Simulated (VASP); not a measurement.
```xyz
4
Lattice="4.8998 0.0000 0.0000 0.0000 4.8998 0.0000 0.0000 0.0000 4.8397" Properties=species:S:1:pos:R:3 pbc="T T T"
In     4.8998     0.0000     0.0000
In     2.4499     2.4499     4.8397
Bi     4.8998     2.4499     1.9185
Bi     2.4499     0.0000     2.9212
```

Computed with PBEsol GGA with spin-orbit coupling, VASP's PBE PAW potentials (set 64) (plane waves; VASP). Run with 400 eV cut-off, 6×6×6 Γ-centred mesh, Gaussian smearing of 0.050 eV, potentials In_d Bi_d.

Give the energies of bands 51 to 64 at the high-symmetry points, in eV from the Fermi level.

```csv
band,Γ,X,M,Z,R,A
51,-2.75,-2.48,-1.44,-1.49,-1.73,-4.49
52,-2.75,-2.48,-1.44,-1.49,-1.73,-4.49
53,-2.50,-1.43,-0.16,-1.48,-0.77,-3.79
54,-2.50,-1.43,-0.16,-1.48,-0.77,-3.79
55,0.47,-1.43,-0.16,-1.21,-0.77,-3.79
56,0.47,-1.43,-0.16,-1.21,-0.77,-3.79
57,0.68,1.18,0.60,-0.79,0.09,3.86
58,0.68,1.18,0.60,-0.79,0.09,3.86
59,1.76,1.18,0.60,0.91,0.09,3.86
60,1.76,1.18,0.60,0.91,0.09,3.86
61,3.00,2.72,0.84,2.37,1.80,6.05
62,3.00,2.72,0.84,2.37,1.80,6.05
63,3.13,2.72,0.84,2.71,1.80,6.05
64,3.13,2.72,0.84,2.71,1.80,6.05
```

It has no gap at this level: it comes out as a metal or semimetal.

The structure comes from a measured InBi entry (P4/nmm) of the Crystallography Open Database, whose conditions weren't checked. It was relaxed first.
